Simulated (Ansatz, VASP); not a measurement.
## Cross-check of BaCa2As2 between VASP and Ansatz

Wanted: the spread between two codes on one cell, functional and k mesh. The two relaxations start from unlike cells of this crystal (the structure described is Ansatz's start), so only their ends are compared.

Program: Ansatz 0.2.0. Level of theory: plane waves, with VASP 6.6.1 beside it; relaxation of cell and atoms at PBE. Results are calculated unless marked as measured.

The structure was built from a prototype and need not be the compound's stable phase.

### 1. The starting structure

It takes space group P-3m1 (No. 164, trigonal). The conventional cell has a = 4.895 Å, b = 4.895 Å, c = 8.534 Å, α = 90.00°, β = 90.00°, γ = 120.00°. Nearest to Ba lie 6 As at 3.69 Å. Nearest to As lie 4 Ca at 2.93 to 2.95 Å and 3 Ba at 3.69 Å. Nearest to Ca lie 4 As at 2.93 to 2.95 Å. As first built, before any earlier steps moved the atoms (in the runner's words): all Mg replaced by Ca and P replaced by As in the P-3m1 structure of BaMg2P2. Farther neighbours are not listed.

### 2. Ansatz: relaxation of cell and atoms, PBE

Ansatz runs on its default PAW (the set named soft_2) files.

The relaxed volume is the usual yardstick between codes: in a stiff, nearly cubic crystal its relative difference is about their pressure difference at one cell divided by the bulk modulus.

The input, input.yaml:

```yaml
crystal:
  lattice:
    - [4.8947606029, 0.0, 0.0]
    - [-2.4473803014, 4.2389870275, 0.0]
    - [0.0, 0.0, 8.53416457]
  atoms:
    - { symbol: Ba, position: [0.0, 0.0, 0.0] }
    - { symbol: As, position: [0.3333333333, 0.6666666667, 0.27875147] }
    - { symbol: As, position: [0.6666666667, 0.3333333333, 0.72124853] }
    - { symbol: Ca, position: [0.3333333333, 0.6666666667, 0.62186273] }
    - { symbol: Ca, position: [0.6666666667, 0.3333333333, 0.37813727] }
kpoints:
  mp_grid: { grid: [5, 5, 3] }
scf:
  occupations: { method: fermi_dirac, width: 0.05 }
hamiltonian:
  xc: pbe
output:
  forces: true
  stress: true
relax:
  f_tol: 0.02
  max_steps: 50
  cell: {}
```

Run with:

```console
$ ansatz run input.yaml --threads 1 --pin off --max-ram 4096MiB --backend cpu --events-out ev --progress --plain --runs-dir out
```

Numbers of over 12 decimals in the logs are rounded to 6 here.

Log:

```text
Engine: ansatz 0.2.0, aarch64-unknown-linux-gnu
Pseudopotentials: kind: paw
Pseudopotential: Ba, paw, valence charge 10, recommended cutoff 420 eV (normal), Ba.paw.azcp
Pseudopotential: As, paw, valence charge 15, recommended cutoff 420 eV (normal), As.paw.azcp
Pseudopotential: Ca, paw, valence charge 10, recommended cutoff 420 eV (normal), Ca.paw.azcp
Functional definition: PBE
  parameter kappa = 0.804
  parameter beta = 0.066725
  exchange = pbe_x(kappa = kappa, mu = beta*pi^2/3)
  correlation = pbe_c(beta = beta)
Crystal: 5 atoms, lattice volume = 177.074 Å³
Basis set: ecut = 420 eV, 3467 PW (Γ), exchange–correlation on 72×72×120 points (8 copies of the dense FFT grid, shifted against one another)
Bands: 36, of which v1, the nominal top of the filled ones, is band 30 counted from 1 (29 counted from 0)
Symmetry: 12 space group operations
Space group: P-3m1 (ITA 164), of the structure as read, at distance tolerance 5.6e-5 Å
k-points: 12 of 75
Non-local potential: Ba, projectors of the file, l = 0: 3, l = 1: 2, l = 2: 2, l = 3: 2
Non-local potential: As, projectors of the file, l = 0: 2, l = 1: 2, l = 2: 3, l = 3: 1
Non-local potential: Ca, projectors of the file, l = 0: 3, l = 1: 2, l = 2: 2
PAW form: soft (Blöchl's): semilocal exchange-correlation on the pseudo side does not see the compensation charge
PAW one-centre angular grid: Ba, 194 points (default); XC on 64 Gauss nodes
PAW one-centre angular grid: As, 590 points (default); XC on 64 Gauss nodes
PAW one-centre angular grid: Ca, 110 points (default); XC on 64 Gauss nodes
Initial density: superposition of atomic densities (neutral atoms: chi_scale 0, normalization atom), corrected by the library's trained network
Initial wavefunctions: pseudopotential atomic-orbital guess
Functional: x = pbe(κ = 0.804, μ = 0.219515), c = pbe(β = 0.066725)
SCF iter   1: F=—  HF=-19301.238710 eV  |F-HF|=—  |Δ(HF+E_count)|=         —  Δρ=1.04e-3  dr2=5.66e-3  ethr=1.77e-3  ⟨swp⟩=9.0  Hψ=2098  notcnv=0
preconditioner: auto → Resta (q_TF=auto, 2.278 Å⁻¹)  ε∞=3.4  [insulator: Δε(μ)=1.505 eV  Ē_g=8.454 eV  σ=0.050 eV  W_gap=1.00  n_scr=36 (ndim 8)  ℏωp=13.1 eV  f_vac=0.030  D(μ)=0.00/eV (n_scr^D=0)  ε∞_Penn≈3.4]
SCF iter   2: F=—  HF=-19301.239140 eV  |F-HF|=—  |Δ(HF+E_count)|=   4.30e-4  Δρ=5.72e-4  dr2=1.57e-3  ethr=9.43e-6  ⟨swp⟩=2.0  Hψ=648  notcnv=0  defer=3
SCF iter   3: F=—  HF=-19301.239236 eV  |F-HF|=—  |Δ(HF+E_count)|=   9.59e-5  Δρ=2.01e-4  dr2=3.28e-4  ethr=2.62e-6  ⟨swp⟩=2.1  Hψ=551  notcnv=0  defer=3
SCF iter   4: F=—  HF=-19301.239204 eV  |F-HF|=—  |Δ(HF+E_count)|=   3.13e-5  Δρ=9.48e-5  dr2=3.63e-5  ethr=5.47e-7  ⟨swp⟩=2.9  Hψ=659  notcnv=0  defer=3
SCF iter   5: F=—  HF=-19301.239156 eV  |F-HF|=—  |Δ(HF+E_count)|=   4.86e-5  Δρ=4.34e-5  dr2=9.26e-6  ethr=6.06e-8  ⟨swp⟩=3.0  Hψ=757  notcnv=0  defer=3
SCF iter   6: F=—  HF=-19301.239158 eV  |F-HF|=—  |Δ(HF+E_count)|=   2.50e-6  Δρ=1.19e-5  dr2=6.32e-7  ethr=1.54e-8  ⟨swp⟩=2.0  Hψ=513  notcnv=0  defer=3
SCF iter   7: F=-19301.239159 eV  HF=-19301.239159 eV  |F-HF|=2.00e-8  |Δ(HF+E_count)|=   4.44e-7  Δρ=3.30e-6  dr2=4.63e-8  ethr=1.67e-10  ⟨swp⟩=3.2  Hψ=1810  notcnv=0
SCF 1 converged in 7 iterations: F = -19301.239159 eV  dr2 = 4.63e-8
  greatest PAW one-centre occupation: 0.999 electrons in one spin orbital (limit 2), on the As atom at site 2 (counted from 0), in its partial waves of l = 2
relax step   1: F+E_penalty+E_count = -19301.23915886 eV  Δ(F+E_penalty+E_count) = +0.000e0 eV  max|allowed force component| = 7.345e-1 eV/Å  Δτ_max = 0.0000 Å  P = -1.019 GPa  Ω = 177.074 Å³  (7 SCF iters, dr2 threshold 1.00e-7 eV, accepted)
[...]
relax step   4: F+E_penalty+E_count = -19301.49961250 eV  Δ(F+E_penalty+E_count) = -6.359e-4 eV  max|allowed force component| = 1.328e-2 eV/Å  Δτ_max = 0.0035 Å  P = +0.014 GPa  Ω = 166.133 Å³  energy of the carried Pulay correction = +5.309e-4 eV  (5 SCF iters, dr2 threshold 1.64e-7 eV, accepted)
[...]
relax step   5: F+E_penalty+E_count = -19301.49916782 eV  Δ(F+E_penalty+E_count) = +4.447e-4 eV  max|allowed force component| = 1.332e-2 eV/Å  Δτ_max = 0.0000 Å  P = +0.012 GPa  Ω = 166.133 Å³  stress off target by 5.10e-2 GPa  SCF on the basis re-selected at this cell (its energy is not comparable with the rows above)  (6 SCF iters)
[...]
relax step   6: F+E_penalty+E_count = -19301.49926893 eV  Δ(F+E_penalty+E_count) = -1.011e-4 eV  max|allowed force component| = 2.549e-3 eV/Å  Δτ_max = 0.0023 Å  P = +0.005 GPa  Ω = 166.176 Å³  energy of the carried Pulay correction = -2.110e-6 eV  (5 SCF iters, dr2 threshold 6.49e-9 eV, accepted)
[...]
relax step   7: F+E_penalty+E_count = -19301.49926747 eV  Δ(F+E_penalty+E_count) = +1.468e-6 eV  max|allowed force component| = 2.543e-3 eV/Å  Δτ_max = 0.0000 Å  P = +0.005 GPa  Ω = 166.176 Å³  stress off target by 1.55e-2 GPa  SCF on the basis re-selected at this cell (its energy is not comparable with the rows above)  (4 SCF iters)
basis re-selected at this cell: Δ(F+E_penalty+E_count) = +1.468e-6 eV, ΔP = +0.000 GPa vs the last step (what re-selecting the basis moved, of the pressure what is left beyond the Pulay correction that the steps carried, after the strain that the cell walked since its last selection, with what the two solves' SCF thresholds leave and, on support functions, any second-order correction that the steps lacked; it is no m [...]
SCF converged after 4 iterations
Free energy (F): -19301.499267 eV
Harris-Foulkes:  -19301.499267 eV  (|F-HF|=4.11e-10)
Internal energy: -19301.499267 eV  (E = F + TS)
E sigma→0 (E₀):  -19301.499267 eV
Entropy (-TS):   -0.000000 eV (-0.000 meV/atom)
Fermi energy:    6.865917 eV
--- Per-component energies (eV) ---
  E_band       = -883.280841
  E_kinetic    = 931.396367
  E_local      = -6263.218998  (includes V_loc(G=0)·N_el)
  E_nonlocal   = -1156.949630
  E_hartree    = 2972.753100
  E_xc         = -602.134122
  E_vxc        = -638.043376  (∫ρ·V_xc dr)
  E_paw        = -10613.526982  (= ΣΔE_a)
  E_vpaw       = 298.028657  (= ΣTr[D̂ρ^β])
  E_aug_tail   = 0.000001  (compensation charges beyond the density's cutoff)
  E_ewald      = -4569.819003
  E_smearing   = -0.000000  (= −TS)
  E_closure    = 0.000000  (closes the sum)
  Σ components = -19301.499267   (vs F -19301.499267, Δ=0.00e0)
--- Forces (eV/Å), atoms counted from 1 ---
  atom   1  Ba     0.00000000    -0.00000000     0.00000000
  atom   2  As    -0.00000000     0.00000000     0.00161835
  atom   3  As     0.00000000    -0.00000000    -0.00161835
  atom   4  Ca     0.00000000     0.00000000    -0.00254313
  atom   5  Ca    -0.00000000    -0.00000000     0.00254313
  max |Σ_I F_I| component: 1.85e-17 eV/Å
--- Stress (GPa, compression-positive) ---
        0.015466       0.000000       0.000000
        0.000000       0.015466      -0.000000
        0.000000      -0.000000      -0.015523
  P = ⅓ Tr σ = 0.0051 GPa (0.051 kbar)
--- Relaxed structure (5 steps of the walk, 5 accepted, 2 SCFs on fresh bases) ---
  F+E_penalty+E_count = -19301.49926747 eV   max|allowed force component| = 2.543e-3 eV/Å   (the final SCF, on the basis selected at the relaxed cell)
  cell:  # Å, volume = 166.1764 Å³
    - [4.889808, -2.8838252486223378e-11, 0]
    - [-2.444904, 4.234698, 0]
    - [0, 0, 8.025184]
  atoms:
    - { symbol: Ba, position: [0, 0, 0] }
    - { symbol: As, position: [0.333333, 0.666667, 0.255671] }
    - { symbol: As, position: [0.666667, 0.333333, 0.744329] }
    - { symbol: Ca, position: [0.333333, 0.666667, 0.637707] }
    - { symbol: Ca, position: [0.666667, 0.333333, 0.362293] }
```

### 3. VASP: relaxation of cell and atoms, PBE

Its own start cell and the same functional, mesh and smearing now go to VASP, with its own data sets.

Lines of VASP's logs that name or quote its potential files are left out, and so is its time.

The input, INCAR:

```
SYSTEM = BaCa2As2
PREC = Accurate
ENCUT = 500
EDIFF = 1E-07
NELM = 120
ISMEAR = -1
SIGMA = 0.05
LREAL = .FALSE.
ALGO = Normal
GGA = PE
NBANDS = 26
LORBIT = 11
LWAVE = .FALSE.
LCHARG = .FALSE.
ISIF = 3
IBRION = 2
NSW = 80
EDIFFG = -0.005
LASPH = .TRUE.
GGA_COMPAT = .FALSE.
NELMIN = 4
EFERMI = MIDGAP
KPAR = 2
```

The input, POSCAR:

```
BaCa2As2
1.0
    4.8991677135     -0.0000000002      0.0000000000
   -2.4495833564      4.2428033258      0.0000000000
    0.0000000000      0.0000000000      8.0546387579
Ba As Ca
1 2 2
Direct
    0.0000000000      0.0000000000      0.0000000000
    0.3333332259      0.6666665880      0.2566295517
    0.6666665698      0.3333334120      0.7433704483
    0.3333332259      0.6666665880      0.6371989557
    0.6666665698      0.3333334120      0.3628010443
```

The input, KPOINTS:

```
Automatic mesh
0
Gamma
5 5 3
0 0 0
```

PAW data sets: Ba_sv, As and Ca_sv (PBE family, release 64).

Run with:

```console
$ mpirun -np 2 vasp_std
```

Log:

```text
[banner, memory and clock lines left out]
running    2 mpi-ranks, on    1 nodes
 distrk:  each k-point on    1 cores,    2 groups
 distr:  one band on    1 cores,    1 groups

 POSCAR found type information on POSCAR BaAsCa
 POSCAR found :  3 types and       5 ions
 LDA part: xc-table for (Slater+PW92), standard interpolation
 POSCAR, INCAR and KPOINTS ok, starting setup
 FFT: planning ... GRIDC
 FFT: planning ... GRID_SOFT
 FFT: planning ... GRID
 WAVECAR not read
 entering main loop
       N       E                     dE             d eps       ncg     rms          rms(c)
DAV:   1     0.325536390742E+03    0.32554E+03   -0.18262E+04   624   0.133E+03
DAV:   2     0.263990380538E+01   -0.32290E+03   -0.31757E+03   756   0.340E+02
DAV:   3    -0.207590622302E+02   -0.23399E+02   -0.23337E+02   982   0.782E+01
DAV:   4    -0.220425348358E+02   -0.12835E+01   -0.12797E+01  1000   0.157E+01
DAV:   5    -0.220875018339E+02   -0.44967E-01   -0.44957E-01   928   0.238E+00    0.653E+00
DAV:   6    -0.210821042361E+02    0.10054E+01   -0.26421E+00   696   0.447E+00    0.372E+00
DAV:   7    -0.209987404433E+02    0.83364E-01   -0.84262E-01   880   0.315E+00    0.119E+00
DAV:   8    -0.210043486219E+02   -0.56082E-02   -0.97035E-02   768   0.141E+00    0.295E-01
DAV:   9    -0.210064472361E+02   -0.20986E-02   -0.13361E-02   824   0.552E-01    0.157E-01
DAV:  10    -0.210071952087E+02   -0.74797E-03   -0.15585E-03  1048   0.182E-01    0.540E-02
DAV:  11    -0.210073148230E+02   -0.11961E-03   -0.23411E-04   840   0.850E-02    0.150E-02
DAV:  12    -0.210073311169E+02   -0.16294E-04   -0.44610E-05  1048   0.374E-02    0.638E-03
DAV:  13    -0.210073326114E+02   -0.14945E-05   -0.40870E-06   848   0.947E-03    0.298E-03
DAV:  14    -0.210073335339E+02   -0.92245E-06   -0.18771E-06   648   0.607E-03    0.134E-03
DAV:  15    -0.210073336275E+02   -0.93595E-07   -0.16308E-07   736   0.169E-03
   1 F= -.21007334E+02 E0= -.21007334E+02  d E =-.210073E+02
 curvature:   0.00 expect dE= 0.000E+00 dE for cont linesearch  0.000E+00
 trial: gam= 0.00000 g(F)=  0.312E-05 g(S)=  0.431E-05 ort = 0.000E+00 (trialstep = 0.100E+01)
 search vector abs. value=  0.743E-05
 bond charge predicted
       N       E                     dE             d eps       ncg     rms          rms(c)
DAV:   1    -0.210073597258E+02   -0.26192E-04   -0.11567E-03   668   0.252E-01    0.259E-02
DAV:   2    -0.210073438952E+02    0.15831E-04   -0.72659E-05   880   0.595E-02    0.156E-02
DAV:   3    -0.210073361703E+02    0.77249E-05   -0.30673E-05   960   0.375E-02    0.295E-03
DAV:   4    -0.210073372700E+02   -0.10997E-05   -0.51695E-06   928   0.105E-02    0.242E-03
DAV:   5    -0.210073379456E+02   -0.67557E-06   -0.19545E-07   728   0.219E-03    0.146E-03
DAV:   6    -0.210073386877E+02   -0.74214E-06   -0.99487E-08   528   0.203E-03    0.354E-04
DAV:   7    -0.210073388839E+02   -0.19612E-06   -0.41991E-08   392   0.118E-03    0.126E-04
DAV:   8    -0.210073389605E+02   -0.76591E-07   -0.30412E-08   384   0.858E-04
   2 F= -.21007339E+02 E0= -.21007339E+02  d E =-.533298E-05
 trial-energy change:   -0.000005  1 .order   -0.000005   -0.000007   -0.000003
 step:   1.6664(harm=  1.6664)  dis= 0.00042  next Energy=   -21.007340 (dE=-0.619E-05)
 reached required accuracy - stopping structural energy minimisation
```

Parts of OUTCAR (step 3):

```text
ion  position               nearest neighbor table
   1  0.000  0.000  0.000-   2 3.50   3 3.50   3 3.50   2 3.50   2 3.50   3 3.50
   2  0.333  0.667  0.257-   5 2.95   5 2.95   5 2.95   1 3.50   1 3.50   1 3.50
   3  0.667  0.333  0.743-   4 2.95   4 2.95   4 2.95   1 3.50   1 3.50   1 3.50
   4  0.333  0.667  0.637-   3 2.95   3 2.95   3 2.95
   5  0.667  0.333  0.363-   2 2.95   2 2.95   2 2.95

  LATTYP: Found a hexagonal cell.
 ALAT       =     4.8991677135
 C/A-ratio  =     1.6440830829

 Subroutine GETGRP returns: Found 12 space group operations
 (whereof 12 operations were pure point group operations)

The static configuration has the point symmetry D_3d.

 Found     12 irreducible k-points:

   k-points           NKPTS =     12   k-points in BZ     NKDIM =     12   number of bands    NBANDS=     26

   dimension x,y,z NGX =    36 NGY =   36 NGZ =   60
   dimension x,y,z NGXF=    72 NGYF=   72 NGZF=  120

   ENCUT  =  500.0 eV  36.75 Ry    6.06 a.u.   8.93  8.93 14.69*2*pi/ulx,y,z

   NELECT =      40.0000    total number of electrons

 k-points in reciprocal lattice and weights: Automatic mesh
   0.00000000  0.00000000  0.00000000       0.013
   0.20000000 -0.00000000  0.00000000       0.080
   0.40000000  0.00000000  0.00000000       0.080
   0.20000000  0.20000000  0.00000000       0.080
   0.40000000  0.20000000  0.00000000       0.080
   0.00000000  0.00000000  0.33333333       0.027
   0.20000000 -0.00000000  0.33333333       0.080
   0.00000000  0.20000000  0.33333333       0.080
   0.40000000  0.00000000  0.33333333       0.080
   0.00000000  0.40000000  0.33333333       0.080
   0.20000000  0.20000000  0.33333333       0.160
   0.40000000  0.20000000  0.33333333       0.160

 average (electrostatic) potential at core
       1 -37.6675       2 -50.7614       3 -50.7614       4 -47.3744       5 -47.3744

 E-fermi :   2.3727

 k-point     1 :       0.0000    0.0000    0.0000
  band No.  band energies     occupation
    ...
     16       1.0996      2.00000
     17       1.0996      2.00000
     18       1.4040      2.00000
     19       1.4040      2.00000
     20       1.6137      2.00000
     21       3.4471      0.00000
     22       4.1186      0.00000
     23       4.1186      0.00000
     24       4.6912      0.00000
     25       5.2356      0.00000
    ...

 k-point     2 :       0.2000   -0.0000    0.0000
  band No.  band energies     occupation
    ...
     16       0.6816      2.00000
     17       0.8938      2.00000
     18       1.1531      2.00000
     19       1.4182      2.00000
     20       1.4745      2.00000
     21       3.7772      0.00000
     22       4.2362      0.00000
     23       4.3341      0.00000
     24       4.7791      0.00000
     25       5.3408      0.00000
    ...

 k-point     3 :       0.4000    0.0000    0.0000
  band No.  band energies     occupation
    ...
     16       0.4071      2.00000
     17       0.9572      2.00000
     18       1.1681      2.00000
     19       1.2176      2.00000
     20       1.5125      2.00000
     21       3.1324      0.00000
     22       4.5527      0.00000
     23       4.7003      0.00000
     24       4.8680      0.00000
     25       5.3629      0.00000
    ...

  Total        0.0029262      0.0029262     -0.0050937      0.0000000      0.0000000      0.0000000
  in kB        0.0280115      0.0280115     -0.0487604      0.0000000      0.0000000      0.0000000
  external PRESSURE =       0.0024208 kB  Pullay stress =       0.0000000 kB

  energy-cutoff  :      500.00
  volume of cell :      167.37
      direct lattice vectors                 reciprocal lattice vectors
     4.898729589 -0.000000000 -0.000000000     0.204134558  0.117857128  0.000000000
    -2.449364294  4.242423899  0.000000000     0.000000000  0.235714305 -0.000000000
    -0.000000000  0.000000000  8.053349270     0.000000000 -0.000000000  0.124171940

 POSITION                                       TOTAL-FORCE (eV/Angst)
 -----------------------------------------------------------------------------------
     -2.44936      4.24242      8.05335         0.000000      0.000000      0.000000
     -0.00000      2.82828      2.06661         0.000000      0.000000     -0.002552
      2.44936      1.41414      5.98674        -0.000000      0.000000      0.002552
     -0.00000      2.82828      5.13184        -0.000000      0.000000      0.004207
      2.44936      1.41414      2.92151         0.000000     -0.000000     -0.004207
 -----------------------------------------------------------------------------------
    total drift:                                0.001078     -0.000000     -0.000000

  FREE ENERGIE OF THE ION-ELECTRON SYSTEM (eV)
  ---------------------------------------------------
  free  energy   TOTEN  =       -21.0073389605 eV

  energy  without entropy=      -21.0073388871  energy(sigma->0) =      -21.00733892

 reached required accuracy - stopping structural energy minimisation

 total charge
# of ion       s       p       d       tot
------------------------------------------
    1        2.014   5.604   0.262   7.880
    2        1.201   1.596   0.002   2.799
    3        1.201   1.596   0.002   2.799
    4        2.054   5.850   0.238   8.143
    5        2.054   5.850   0.238   8.143
--------------------------------------------------
tot          8.525  20.496   0.744  29.764

[... 3 further parts left out ...]
```

Harder data sets than Ba_sv exist (the GW ones), and pressures, volumes and forces can shift noticeably with them. The run keeps the 12 symmetry operations of its start, so it cannot find a distortion of lower symmetry.

### 4. Differences

Known differences besides the potentials themselves: the data sets hold 60 valence electrons in Ansatz (on its default PAW (the set named soft_2) files) and 40 in VASP; the cutoff is 420 eV in Ansatz and 500 eV in VASP; Ansatz adds a Pulay correction to the stress that steers its cell, VASP none. Total energies have different zeros and are not compared.

Compared:

```csv
quantity,Ansatz,VASP,difference
volume (Å³),166.18,167.37,-0.71 %
"edge a after relaxation, in the typed setting (Å)",4.890,4.899,-0.18 %
"edge c after relaxation, in the typed setting (Å)",8.025,8.053,-0.35 %
```

### 5. What came out

| Quantity | Value |
| --- | --- |
| difference in volume (relaxation of cell and atoms, PBE) | -0.71 % |

In words: The difference in volume is -0.71 % (relaxation of cell and atoms, PBE), within the 1.2 % picked in this series as the mark of a large difference, as far as the stopping tolerances let one tell. The data sets hold unlike numbers of valence electrons (60 in Ansatz and 40 in VASP), so part of the differences comes from the potentials. How closely two codes agree says nothing of how well the functional describes the real material.

[Lines on the potential files, build, host, timing and source positions are cut from VASP's logs without a mark.]

[Logs are printed without paths, hosts, clocks, repeated set-up lines and the standing remarks that a program may print on its own settings, such as how far it seeks lower states.]

[Hosts, paths, dates, database ids (printed as entryN), source tags and the programs' standing remarks are cut or masked in the printed files.]
